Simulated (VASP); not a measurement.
Given:

```xyz
4
Lattice="5.1813 2.5836 2.5836 2.5836 5.1813 2.5836 2.5836 2.5836 5.1813" Properties=species:S:1:pos:R:3 pbc="T T T"
Mn     0.0000     0.0000     0.0000
Mn     5.1743     5.1743     5.1743
S      2.5872     2.5872     2.5872
S      7.7615     7.7615     7.7615
```
Starting moments (μB, in the order of the record's atoms Mn Mn S S): 4.2 -4.2 0.0 0.0.

Method: revPBE GGA, VASP's PBE PAW potentials (set 64) (plane waves; VASP). Run with 520 eV cut-off, 8×8×8 Γ-centred mesh, tetrahedra with Blöchl corrections, potentials Mn_pv S.

The cores are frozen, which limits the accuracy of field gradients.

Question: Give the principal components of the electric field gradient (V/Å²) and the asymmetry η at each nucleus.

Answer: 
```csv
atom,Vxx,Vyy,Vzz,η
Mn1,0.6,0.6,-1.2,0.00
Mn2,0.6,0.6,-1.2,0.00
S3,1.9,1.9,-3.9,0.00
S4,1.9,1.9,-3.9,0.00
```

The compound is MnS in the rock salt, AFM-II order structure. It was relaxed first.
